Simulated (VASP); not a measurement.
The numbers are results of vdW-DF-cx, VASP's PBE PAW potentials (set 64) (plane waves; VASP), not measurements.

Input for VASP

### INCAR
```
SYSTEM = KCl
PREC = Accurate
ENCUT = 520
EDIFF = 1E-7
NELM = 100
ALGO = Normal
LREAL = .FALSE.
LASPH = .TRUE.
ISMEAR = -5
GGA = CX
LUSE_VDW = .TRUE.
AGGAC = 0.0
LWAVE = .FALSE.
LCHARG = .TRUE.
LORBIT = 11
NEDOS = 601
ISIF = 2
```

File KPOINTS:
```
Regular mesh
0
G
  8 8 8
0 0 0
```

POSCAR:
```
KCl
1
    0.0000000000     3.1469640107     3.1469640107
    3.1469640107     0.0000000000     3.1469640107
    3.1469640107     3.1469640107     0.0000000000
K Cl
1 1
Direct
  0.0000000000   1.0000000000   0.0000000000
  0.5000000000   0.5000000000   0.5000000000
```

POTCAR, in this order: K_sv Cl (PBE.64 set). Program: vasp_std.

Task: Estimate the energy per atom (σ→0), band gap (on the k-mesh).

Result: 
```json
{
  "energy per atom (σ→0)": "-1.480 eV/atom",
  "band gap (on the k-mesh)": "5.30 eV"
}
```

### OSZICAR
```
...
DAV:   9    -0.295911590600E+01   -0.13266E-02   -0.14830E-03   912   0.278E-01    0.122E-01
DAV:  10    -0.296045985678E+01   -0.13440E-02   -0.16860E-03   780   0.323E-01    0.248E-02
DAV:  11    -0.296050871331E+01   -0.48857E-04   -0.70535E-05   888   0.662E-02    0.201E-02
DAV:  12    -0.296051850372E+01   -0.97904E-05   -0.20503E-05   820   0.303E-02    0.958E-03
DAV:  13    -0.296051900884E+01   -0.50511E-06   -0.25365E-06   892   0.118E-02    0.218E-03
DAV:  14    -0.296051930336E+01   -0.29453E-06   -0.60807E-07   836   0.591E-03    0.689E-04
DAV:  15    -0.296051936415E+01   -0.60785E-07   -0.20181E-08   672   0.107E-03
   1 F= -.29605194E+01 E0= -.29605194E+01  d E =0.000000E+00
```

The compound is KCl in the rock salt structure. It was relaxed first.
